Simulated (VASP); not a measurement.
Given:

```
Ca3Sn
1.0
    4.94429     0.00000     0.00000
    0.00000     4.94429     0.00000
    0.00000     0.00000     4.94429
Ca Sn
3 1
Direct
  0.00000   0.50000   0.50000
  0.50000   0.00000   0.50000
  0.50000   0.50000   0.00000
  0.00000   0.00000   0.00000
```

The numbers are results of PBEsol GGA with spin-orbit coupling, VASP's PBE PAW potentials (set 64) (plane waves; VASP), not measurements. Run with 400 eV cut-off, 6×6×6 Γ-centred mesh, Gaussian smearing of 0.050 eV, potentials Ca_sv Sn_d.

Problem. Estimate the energy per atom (σ→0), band gap (over mesh and band path) with the smallest direct gap where there is one.

Solution. 
```
Item                                                                  Result
----------------------------------  ----------------------------------------
band gap (over mesh and band path)  none (metal, semimetal or under 0.01 eV)
energy per atom (σ→0)                                         -3.159 eV/atom
```

Total energies compare only between runs with the same potentials, cut-off and functional.

The structure comes from a computed database's Ca3Sn entry (Pm-3m); how it stands against other phases isn't given here. It was relaxed first.
